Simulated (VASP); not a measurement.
Calculation: PW91 GGA, VASP's PBE PAW potentials (set 64) (plane waves; VASP).

The input files of a VASP run:

### KPOINTS
```
Automatic mesh
0
Gamma
11 11 11
0 0 0
```

INCAR:
```
ALGO=Normal
EDIFF=1E-7
ENCUT=520
GGA=91
ISIF=2
ISMEAR=0
LASPH=T
LCHARG=F
LREAL=F
LWAVE=F
NELM=100
PREC=Accurate
SIGMA=0.05
SYSTEM=LiH
```

File POSCAR:
```
LiH
1
    0.0000000000     2.0004621798     2.0004621798
    2.0004621798     0.0000000000     2.0004621798
    2.0004621798     2.0004621798     0.0000000000
Li H
1 1
Direct
  0.0000000000   0.0000000000   0.0000000000
  0.5000000000   0.5000000000   0.5000000000
```

POTCAR, in this order: Li_sv H (PBE.64 set). Program: vasp_std.

What VASP printed:

File OSZICAR:
```
       N       E                     dE             d eps       ncg     rms          rms(c)
DAV:   1    -0.183484296452E+01   -0.18348E+01   -0.14597E+03   696   0.621E+02
DAV:   2    -0.633533340958E+01   -0.45005E+01   -0.44152E+01   936   0.641E+01
DAV:   3    -0.643533801980E+01   -0.10000E+00   -0.10000E+00   828   0.876E+00
DAV:   4    -0.643664762821E+01   -0.13096E-02   -0.13096E-02   948   0.856E-01
DAV:   5    -0.643665183198E+01   -0.42038E-05   -0.42038E-05   810   0.393E-02    0.294E+00
DAV:   6    -0.624183132803E+01    0.19482E+00   -0.16874E-01   756   0.184E+00    0.147E+00
DAV:   7    -0.617689829936E+01    0.64933E-01   -0.22382E-01   852   0.235E+00    0.229E-01
DAV:   8    -0.617885280149E+01   -0.19545E-02   -0.58914E-03   780   0.667E-01    0.500E-02
DAV:   9    -0.617879448043E+01    0.58321E-04   -0.33493E-04  1008   0.109E-01    0.102E-02
DAV:  10    -0.617879212999E+01    0.23504E-05   -0.84287E-06   714   0.279E-02    0.336E-03
DAV:  11    -0.617879165258E+01    0.47740E-06   -0.58378E-07   942   0.722E-03    0.867E-04
DAV:  12    -0.617879087669E+01    0.77590E-06   -0.15373E-08   606   0.166E-03    0.622E-04
DAV:  13    -0.617879107770E+01   -0.20101E-06   -0.30888E-08   672   0.149E-03    0.399E-05
DAV:  14    -0.617879111952E+01   -0.41820E-07   -0.66579E-10   336   0.302E-04
   1 F= -.61787911E+01 E0= -.61787911E+01  d E =-.504608E-16
```

**OUTCAR**
```
------------------------ aborting loop because EDIFF is reached ----------------------------------------
  FORCE on cell =-STRESS in cart. coord.  units (eV):
  Direction    XX          YY          ZZ          XY          YZ          ZX
  --------------------------------------------------------------------------------------
  Total       -0.0030479     -0.0030479     -0.0030479      0.0000000     -0.0000000     -0.0000000
  in kB       -0.3049971     -0.3049971     -0.3049971      0.0000000     -0.0000000     -0.0000000
  external PRESSURE =      -0.3049971 kB  Pullay stress =       0.0000000 kB
  volume of cell :       16.01
      direct lattice vectors                 reciprocal lattice vectors
     0.000000000  2.000462180  2.000462180    -0.249942241  0.249942241  0.249942241
     2.000462180  0.000000000  2.000462180     0.249942241 -0.249942241  0.249942241
     2.000462180  2.000462180  0.000000000     0.249942241  0.249942241 -0.249942241
  FREE ENERGIE OF THE ION-ELECTRON SYSTEM (eV)
  ---------------------------------------------------
  free  energy   TOTEN  =        -6.1787911195 eV

  energy  without entropy=       -6.1787911195  energy(sigma->0) =       -6.17879112
```
(Selected blocks of OUTCAR.)

The compound is LiH in the rock salt structure. It was relaxed first, which changed the volume by -6 %.
